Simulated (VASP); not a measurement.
```xyz
3
Lattice="0.0000 2.7050 2.7050 2.7050 0.0000 2.7050 2.7050 2.7050 0.0000" Properties=species:S:1:pos:R:3 pbc="T T T"
Si     1.3525     1.3525     1.3525
Si     4.0575     4.0575     4.0575
Ni     0.0000     0.0000     0.0000
```

These are PBE GGA, VASP's PBE PAW potentials (set 64) (plane waves; VASP) values and carry that method's errors. Numerical set-up: 300 eV cut-off, 11×11×11 Γ-centred mesh, Fermi-Dirac smearing of 0.14 eV, potentials Si Ni.

Problem. Give the energies of bands 2 to 12 at the high-symmetry points, in eV from the Fermi level.

Solution. 
```json
[
 {"band": "2", "Γ": "-5.16", "X": "-7.99", "U": "-8.84", "L": "-9.98", "W": "-8.88"},
 {"band": "3", "Γ": "-5.16", "X": "-7.27", "U": "-7.39", "L": "-4.74", "W": "-7.02"},
 {"band": "4", "Γ": "-5.16", "X": "-4.49", "U": "-4.93", "L": "-4.74", "W": "-6.68"},
 {"band": "5", "Γ": "-3.47", "X": "-4.49", "U": "-4.37", "L": "-3.67", "W": "-3.69"},
 {"band": "6", "Γ": "-3.47", "X": "-3.56", "U": "-3.75", "L": "-3.29", "W": "-3.69"},
 {"band": "7", "Γ": "-0.29", "X": "-3.56", "U": "-3.38", "L": "-3.29", "W": "-3.56"},
 {"band": "8", "Γ": "1.73", "X": "-3.39", "U": "-2.88", "L": "-1.41", "W": "-3.13"},
 {"band": "9", "Γ": "1.73", "X": "-3.07", "U": "-2.60", "L": "-1.41", "W": "-2.40"},
 {"band": "10", "Γ": "1.73", "X": "-0.40", "U": "0.23", "L": "1.82", "W": "2.24"},
 {"band": "11", "Γ": "2.33", "X": "1.45", "U": "3.70", "L": "1.83", "W": "2.24"},
 {"band": "12", "Γ": "2.33", "X": "7.80", "U": "4.72", "L": "1.83", "W": "4.72"}
]
```

It has no gap at this level: it comes out as a metal or semimetal.

The structure is a typed NiSi2 crystal (Fm-3m). The cell was not relaxed at this level. The run is not spin-polarised, so no magnetic state was tried.
